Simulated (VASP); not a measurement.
Input:

```xyz
1
Lattice="0.0000 2.7062 2.7062 2.7062 0.0000 2.7062 2.7062 2.7062 0.0000" Properties=species:S:1:pos:R:3 pbc="T T T"
Ca     0.0000     0.0000     0.0000
```

The numbers are results of PBE GGA, VASP's PBE PAW potentials (set 64) (plane waves; VASP 6.6.1), not measurements. Settings: 520 eV cut-off, 11×11×11 Γ-centred mesh, first-order Methfessel-Paxton smearing of 0.10 eV, potentials Ca_sv.

**Question.** What does the run give for the energy per atom (σ→0), pressure, band gap (on the k-mesh) with the smallest direct gap where there is one?

**Answer.** 
```json
{
  "band gap (on the k-mesh)": "none (metal, semimetal or under 0.01 eV)",
  "energy per atom (σ→0)": "-1.920 eV/atom",
  "pressure": "1.20 GPa"
}
```

The compound is Ca in the fcc structure. This cell is one point of a volume scan, at 0.94 of the reference volume.
